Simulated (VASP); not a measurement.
The system is Sn.

```
CELL_PARAMETERS angstrom
0.00000 3.23334 3.23334
3.23334 0.00000 3.23334
3.23334 3.23334 0.00000
ATOMIC_POSITIONS crystal
Sn 0.00000 0.00000 0.00000
Sn 0.25000 0.25000 0.25000
```

This isn't the form of Sn at room conditions, which is tetragonal (white tin).

Base run:

| Quantity | Value |
| --- | --- |
| Program | VASP 6.6.1 |
| Functional | PBEsol |
| Potentials or basis | VASP PAW PBE potentials, release 64 (Sn_d) |
| Cutoff | 520 eV |
| k mesh | 6 × 6 × 6 |
| Occupations | gaussian, width 0.03 eV |
| Spin | no spin polarisation |

Its results: band gap on the k mesh none (metal or under the smearing width); pressure 1.5 GPa.

Problem. The run is repeated on the same cell with these changes: functional from PBEsol to PBE; further incar settings from ALGO = Fast; EDIFF = 1e-07 to ALGO = Normal; EDIFF = 1e-06; NBANDS = 21. What comes out?

Solution. Band gap on the k mesh none (metal or under the smearing width); pressure 3.8 GPa.

Caveats: the PAW data sets were made with another functional, which shifts forces and pressure a little (some runs).

Not every run made on this cell is shown here.
